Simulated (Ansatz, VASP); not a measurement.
# Pt: VASP beside Ansatz

Aim: how closely do two programs agree when they are given the same cell, functional and k mesh? The cell is taken from a series of runs on this material, whose earlier steps may have relaxed, scaled, displaced or heated it; both programs get it as it stands.

Calculated with Ansatz 0.2.0; plane waves, with VASP 6.6.1 beside it; elastic constants at r2SCAN.

### 1. Set-up

The structure is cubic, space group Fm-3m (No. 225). Conventional cell: a = 3.944 Å, b = 3.944 Å, c = 3.944 Å, α = 90.00°, β = 90.00°, γ = 90.00°. Nearest to Pt lie 12 Pt at 2.79 Å.

### 2. Ansatz: elastic constants, r2SCAN

Ansatz runs on its default PAW (the set named soft_2) files.

Elastic constants are differences of stresses under small strains, so they test the stress and the mesh.

File input.yaml:

```yaml
crystal:
  lattice:
    - [0.0, 1.9717904062, 1.9717904062]
    - [1.9717904062, 0.0, 1.9717904062]
    - [1.9717904062, 1.9717904062, 0.0]
  atoms:
    - { symbol: Pt, position: [0.0, 0.0, 0.0] }
kpoints:
  mp_grid: { grid: [22, 22, 22] }
hamiltonian:
  xc: r2scan
scf:
  occupations: { method: fermi_dirac, width: 0.15 }
output:
  forces: true
  stress: true
  eigenvalues: true
elastic:
  mode: relaxed_ion
  amplitude: 0.01
```

On the command line:

```bash
$ ansatz run input.yaml --threads 8 --pin off --max-ram 14336MiB --backend cpu --events-out ev --progress --plain --runs-dir out
```

Numbers of over 12 decimals in the logs are rounded to 6 here.

Log:

```text
Engine: ansatz 0.2.0, x86_64-unknown-linux-gnu
Pseudopotentials: kind: paw
Pseudopotential: Pt, paw, valence charge 18, recommended cutoff 500 eV (meta_gga), Pt.paw.azcp
Functional definition: r2SCAN
  parameter k0 = 0.174
  parameter k1 = 0.065
  parameter a1 = 4.9479
  exchange = r2scan_x(k0 = k0, k1 = k1, a1 = a1)
  correlation = r2scan_c
Crystal: 1 atoms, lattice volume = 15.332 Å³
Basis set: ecut = 500 eV, 387 PW (Γ), exchange–correlation on 96×96×96 points (64 copies of the dense FFT grid, shifted against one another)
Bands: 13, of which v1, the nominal top of the filled ones, is band 9 counted from 1 (8 counted from 0)
Symmetry: 48 space group operations
Space group: Fm-3m (ITA 225), of the structure as read, at distance tolerance 2.5e-5 Å
k-points: 328 of 10648
Non-local potential: Pt, projectors of the file, l = 0: 3, l = 1: 2, l = 2: 2, l = 3: 1
PAW form: soft (Blöchl's): semilocal exchange-correlation on the pseudo side does not see the compensation charge
PAW frozen core: Pt, regenerated for the run's functional (the file was generated under x = pbe(κ = 0.804, μ = 0.219515), c = pbe(β = 0.066725))
PAW one-centre angular grid: Pt, 590 points (default); XC on 160 Gauss nodes
Initial density: superposition of atomic densities (neutral atoms: chi_scale 0, normalization atom), corrected by the library's trained network
Initial wavefunctions: pseudopotential atomic-orbital guess
Functional: x = r2scan, c = r2scan; τ floored in thin density (d = 2e-4 eV/Å³)
SCF iter   1: F=—  HF=-12536.843006 eV  |F-HF|=—  |Δ(HF+E_count)|=         —  Δρ=1.36e-2  dr2=2.27e-2  dr2_τ=1.07e-2  ethr=1.77e-3  ⟨swp⟩=5.0  Hψ=23138  notcnv=0
preconditioner: auto → none  [metal: Δε(μ)=0.005 eV  Ē_g=14.812 eV  σ=0.150 eV  W_gap=0.01  n_scr=8 (ndim 8)  ℏωp=30.0 eV  f_vac=0.000  D(μ)=1.50/eV (n_scr^D=14)  sad-step TF]
SCF iter   2: F=—  HF=-12536.846755 eV  |F-HF|=—  |Δ(HF+E_count)|=   3.75e-3  Δρ=6.29e-3  dr2=4.17e-3  dr2_τ=6.68e-4  ethr=1.26e-4  ⟨swp⟩=1.1  Hψ=6935  notcnv=0
SCF iter   3: F=—  HF=-12536.847119 eV  |F-HF|=—  |Δ(HF+E_count)|=   3.64e-4  Δρ=1.18e-3  dr2=1.29e-4  dr2_τ=7.90e-6  ethr=2.31e-5  ⟨swp⟩=2.0  Hψ=5630  notcnv=0
SCF iter   4: F=—  HF=-12536.847176 eV  |F-HF|=—  |Δ(HF+E_count)|=   5.71e-5  Δρ=2.25e-4  dr2=6.41e-6  dr2_τ=6.49e-7  ethr=7.17e-7  ⟨swp⟩=2.0  Hψ=5885  notcnv=0
SCF iter   5: F=—  HF=-12536.847175 eV  |F-HF|=—  |Δ(HF+E_count)|=   1.25e-6  Δρ=4.50e-5  dr2=1.63e-7  dr2_τ=1.70e-8  ethr=3.56e-8  ⟨swp⟩=2.8  Hψ=7342  notcnv=0
SCF iter   6: F=—  HF=-12536.847177 eV  |F-HF|=—  |Δ(HF+E_count)|=   2.52e-6  Δρ=2.10e-5  dr2=3.90e-8  dr2_τ=2.85e-9  ethr=9.04e-10  ⟨swp⟩=2.2  Hψ=5176  notcnv=0
SCF iter   7: F=—  HF=-12536.847177 eV  |F-HF|=—  |Δ(HF+E_count)|=   1.88e-8  Δρ=1.35e-6  dr2=1.34e-10  dr2_τ=1.37e-11  ethr=2.17e-10  ⟨swp⟩=2.3  Hψ=6426  notcnv=0
SCF iter   8: F=—  HF=-12536.847177 eV  |F-HF|=—  |Δ(HF+E_count)|=  2.47e-10  Δρ=2.76e-7  dr2=4.90e-12  dr2_τ=2.35e-12  ethr=7.42e-13 (applied; sched 1.00e-12)  ⟨swp⟩=2.2  Hψ=7191  notcnv=0
SCF iter   9: F=-12536.847177 eV  HF=-12536.847177 eV  |F-HF|=1.82e-12  |Δ(HF+E_count)|=  7.28e-12  Δρ=1.99e-8  dr2=2.54e-14  dr2_τ=5.44e-15  ethr=1.00e-12  ⟨swp⟩=3.1  Hψ=17514  notcnv=0
SCF 1 converged in 9 iterations: F = -12536.847177 eV  dr2 = 2.54e-14
  greatest PAW one-centre occupation: 1.000 electrons in one spin orbital (limit 2), on the Pt atom at site 0 (counted from 0), in its partial waves of l = 0
Initial density: handed on by an earlier stage of this run
Initial wavefunctions: those handed on with the density
iter 1 solved again at ethr=1.00e-12 eV; its pass at ethr=3.10e-3 eV (dr2=2.58e-14 eV) is discarded
[...]
preconditioner: auto → none  [metal: Δε(μ)=0.002 eV  Ē_g=14.769 eV  σ=0.150 eV  W_gap=0.00  n_scr=8 (ndim 8)  ℏωp=30.0 eV  f_vac=0.000  D(μ)=1.48/eV (n_scr^D=14)]
[...]
SCF 2 converged in 2 iterations: F = -12536.847177 eV  dr2 = 4.54e-15
Crystal: 1 atoms, lattice volume = 15.026 Å³
Basis set: ecut = 500 eV, 363 PW (Γ), exchange–correlation on 96×96×96 points (64 copies of the dense FFT grid, shifted against one another)
Symmetry: 16 space group operations
k-points: 834 of 10648
[...]
preconditioner: auto → none  [metal: Δε(μ)=0.002 eV  Ē_g=15.012 eV  σ=0.150 eV  W_gap=0.00  n_scr=8 (ndim 8)  ℏωp=30.3 eV  f_vac=0.000  D(μ)=1.45/eV (n_scr^D=14)]
[...]
SCF 7 converged in 9 iterations: F = -12536.845633 eV  dr2 = 5.82e-14
[...]
preconditioner: auto → none  [metal: Δε(μ)=0.000 eV  Ē_g=14.779 eV  σ=0.150 eV  W_gap=0.00  n_scr=8 (ndim 8)  ℏωp=30.0 eV  f_vac=0.000  D(μ)=1.48/eV (n_scr^D=14)]
[...]
SCF 8 converged in 8 iterations: F = -12536.845633 eV  dr2 = 6.60e-15
Basis set: ecut = 500 eV, 391 PW (Γ), exchange–correlation on 96×96×96 points (64 copies of the dense FFT grid, shifted against one another)
[...]
preconditioner: auto → none  [metal: Δε(μ)=0.002 eV  Ē_g=14.773 eV  σ=0.150 eV  W_gap=0.00  n_scr=8 (ndim 8)  ℏωp=30.0 eV  f_vac=0.000  D(μ)=1.48/eV (n_scr^D=14)]
[...]
SCF iter   3: F=—  HF=-12536.846791 eV  |F-HF|=—  |Δ(HF+E_count)|=   6.34e-7  Δρ=1.64e-6  dr2=6.65e-11  dr2_τ=1.62e-10  ethr=1.00e-12  ⟨swp⟩=2.1  Hψ=33346  notcnv=0
SCF iter   4: F=—  HF=-12536.846791 eV  |F-HF|=—  |Δ(HF+E_count)|=   2.13e-9  Δρ=3.11e-7  dr2=4.73e-12  dr2_τ=3.62e-12  ethr=3.69e-13 (applied; sched 1.00e-12)  ⟨swp⟩=2.1  Hψ=28739  notcnv=0
SCF iter   5: F=—  HF=-12536.846791 eV  |F-HF|=—  |Δ(HF+E_count)|=  5.82e-11  Δρ=1.07e-7  dr2=4.82e-13  dr2_τ=1.17e-13  ethr=2.63e-14 (applied; sched 1.00e-12)  ⟨swp⟩=2.0  Hψ=28237  notcnv=0
SCF iter   6: F=-12536.846791 eV  HF=-12536.846791 eV  |F-HF|=3.64e-12  |Δ(HF+E_count)|=  1.82e-12  Δρ=1.22e-8  dr2=7.68e-15  dr2_τ=2.91e-15  ethr=1.00e-12  ⟨swp⟩=4.9  Hψ=68569  notcnv=0
SCF 9 converged in 6 iterations: F = -12536.846791 eV  dr2 = 7.68e-15
SCF iter   1: F=—  HF=-12536.846789 eV  |F-HF|=—  |Δ(HF+E_count)|=         —  Δρ=5.13e-5  dr2=8.08e-9  dr2_τ=3.74e-10  ethr=1.00e-12  ⟨swp⟩=8.8  Hψ=162647  notcnv=0
SCF iter   2: F=—  HF=-12536.846791 eV  |F-HF|=—  |Δ(HF+E_count)|=   1.62e-6  Δρ=2.56e-5  dr2=1.86e-9  dr2_τ=4.36e-8  ethr=1.00e-12  ⟨swp⟩=2.0  Hψ=46564  notcnv=0
SCF iter   3: F=—  HF=-12536.846791 eV  |F-HF|=—  |Δ(HF+E_count)|=   6.34e-7  Δρ=1.63e-6  dr2=6.63e-11  dr2_τ=1.61e-10  ethr=1.00e-12  ⟨swp⟩=2.1  Hψ=33346  notcnv=0
SCF iter   4: F=—  HF=-12536.846791 eV  |F-HF|=—  |Δ(HF+E_count)|=   2.11e-9  Δρ=3.11e-7  dr2=4.72e-12  dr2_τ=3.60e-12  ethr=3.68e-13 (applied; sched 1.00e-12)  ⟨swp⟩=2.1  Hψ=28743  notcnv=0
SCF iter   5: F=—  HF=-12536.846791 eV  |F-HF|=—  |Δ(HF+E_count)|=  5.09e-11  Δρ=1.07e-7  dr2=4.81e-13  dr2_τ=1.17e-13  ethr=2.62e-14 (applied; sched 1.00e-12)  ⟨swp⟩=2.0  Hψ=28230  notcnv=0
SCF iter   6: F=-12536.846791 eV  HF=-12536.846791 eV  |F-HF|=1.46e-11  |Δ(HF+E_count)|=  5.46e-12  Δρ=1.22e-8  dr2=7.67e-15  dr2_τ=2.91e-15  ethr=1.00e-12  ⟨swp⟩=4.9  Hψ=68557  notcnv=0
SCF 10 converged in 6 iterations: F = -12536.846791 eV  dr2 = 7.67e-15
SCF converged after 2 iterations
Free energy (F): -12536.847177 eV
Harris-Foulkes:  -12536.847177 eV  (|F-HF|=7.28e-12)
Internal energy: -12536.741708 eV  (E = F + TS)
E sigma→0 (E₀):  -12536.794443 eV
Entropy (-TS):   -0.105469 eV (-105.469 meV/atom)
Fermi energy:    22.645473 eV
--- Per-component energies (eV) ---
  E_band       = -154.684618
  E_kinetic    = 637.844596
  E_local      = -1487.706102  (includes V_loc(G=0)·N_el)
  E_nonlocal   = 202.080789
  E_hartree    = 553.385569
  E_xc         = -250.151484
  E_vxc        = -337.582323  (∫ρ·V_xc dr)
  E_paw        = -9479.884680  (= ΣΔE_a)
  E_vpaw       = -297.659394  (= ΣTr[D̂ρ^β])
  E_aug_tail   = 0.000154  (compensation charges beyond the density's cutoff)
  E_vtau       = 21.566525  (kinetic-family band-sum trace: ∫τ·v_τ [+ j·A + Jᵃ·Aᵃ] dr)
  E_ewald      = -2712.079056
  E_core_change = -0.231494  (= ΣΔE_core)
  E_smearing   = -0.105469  (= −TS)
  E_closure    = 0.000000  (closes the sum)
  Σ components = -12536.847177   (vs F -12536.847177, Δ=0.00e0)
--- Forces (eV/Å), atoms counted from 1 ---
  atom   1  Pt     0.00000000    -0.00000000    -0.00000000
  max |Σ_I F_I| component: 3.55e-30 eV/Å
--- Stress (GPa, compression-positive) ---
        0.008462       0.000000       0.000000
        0.000000       0.008462       0.000000
        0.000000       0.000000       0.008462
  P = ⅓ Tr σ = 0.0085 GPa (0.085 kbar)
--- Band table (eV; the first three rows and the last of 328) ---
  k-point 0: bands = [... 5 lower, 18.8067, 18.8067, 18.8067, 20.9140, 20.9140, 38.0155, 43.0799, 43.0799]
  k-point 1: bands = [... 5 lower, 18.7689, 18.8411, 18.8411, 20.8950, 20.8950, 38.1459, 42.6236, 43.2073]
  k-point 2: bands = [... 5 lower, 18.6663, 18.9353, 18.9353, 20.8493, 20.8493, 38.5131, 41.5676, 43.5814]
  k-point 327: bands = [... 5 lower, 17.6860, 18.4331, 20.6306, 23.1367, 30.0862, 30.6530, 31.8283, 35.1769]
--- Elastic constants: 2 strain directions × 4 members + reference (group order 48) ---
  dense FFT box of the reference and of every strained cell: 24×24×24
  strains applied: 11, 23; error gains: componentwise 1.00 (the most a stress slope's error grows in a printed constant), spectral 1.73 (1 for all six strains in a standard setting)
  C = ∂σ_k/∂η_j (tension-positive GPa; Voigt order 11 22 33 23 13 12):
       330.582    236.577    236.577     -0.000      0.000      0.000
       236.577    330.582    236.577      0.000     -0.000      0.000
       236.577    236.577    330.582      0.000     -0.000      0.000
        -0.000      0.000     -0.000     80.250      0.000     -0.000
         0.000     -0.000      0.000     -0.000     80.250      0.000
         0.000      0.000     -0.000     -0.000      0.000     80.250
  reference stress σ⁰ (GPa):     -0.008     -0.008     -0.008     -0.000      0.000      0.000
  C* (energy form; C + prestress term) asymmetry max|C*_kj − C*_jk| = 1.705e-13 GPa — a small one proves nothing (zero by symmetry where the batch's group is 432, −43m or m−3m); a large one is finite-difference/SCF noise where every solve meets its electron count
  moduli (Voigt/Reuss/Hill, GPa): K = 267.91/267.91/267.91   G = 66.95/62.55/64.75   E = 179.77   ν = 0.388
  mechanically stable: yes (min eigenvalue of sym C = 80.25 GPa)
  strain η (Voigt 11):  stress-route row diagonal C_11 = 330.58 GPa, energy-path curvature d²(F+E_count+ΔE)/dδ²/Ω₀ = 330.59 GPa
    cells at ±δ against ±2δ: C21 236.79 and 237.44 GPa, apart by 0.19 % of the column's largest entry
         δ    σ_11 (GPa)             F (eV)   n_scf  n_hpsi   n_pw
    -2.000e-2      -7.0474      -12536.8405609      10  262609    392   relax 0 steps, max|allowed force component| 0.00e0 eV/Å
    -1.000e-2      -3.4200      -12536.8455526       7  231468    396   relax 0 steps, max|allowed force component| 0.00e0 eV/Å
     1.000e-2       3.1938      -12536.8456358       7  228029    404   relax 0 steps, max|allowed force component| 0.00e0 eV/Å
     2.000e-2       6.1926      -12536.8411279      10  249419    407   relax 0 steps, max|allowed force component| 0.00e0 eV/Å
  strain η (Voigt 23):  stress-route row diagonal C_44 = 80.25 GPa, energy-path curvature d²(F+E_count+ΔE)/dδ²/Ω₀ = 80.26 GPa
    cells at ±δ against ±2δ: C44 80.39 and 80.83 GPa, apart by 0.54 % of the column's largest entry
         δ    σ_23 (GPa)             F (eV)   n_scf  n_hpsi   n_pw
    -2.000e-2      -1.6166      -12536.8456327       9  452633    399   relax 0 steps, max|allowed force component| 0.00e0 eV/Å
    -1.000e-2      -0.8039      -12536.8467914       6  386525    400   relax 0 steps, max|allowed force component| 0.00e0 eV/Å
     1.000e-2       0.8039      -12536.8467914       6  386952    400   relax 0 steps, max|allowed force component| 0.00e0 eV/Å
     2.000e-2       1.6166      -12536.8456327       8  396569    399   relax 0 steps, max|allowed force component| 0.00e0 eV/Å
```

(Continued in part 2 of 2.)

[Lines on the potential files, build, host, timing and source positions are cut from VASP's logs without a mark.]

[Logs are printed without paths, hosts, clocks, repeated set-up lines and the standing remarks that a program may print on its own settings, such as how far it seeks lower states.]

[Hosts, paths, dates, database ids (printed as entryN), source tags and the programs' standing remarks are cut or masked in the printed files.]
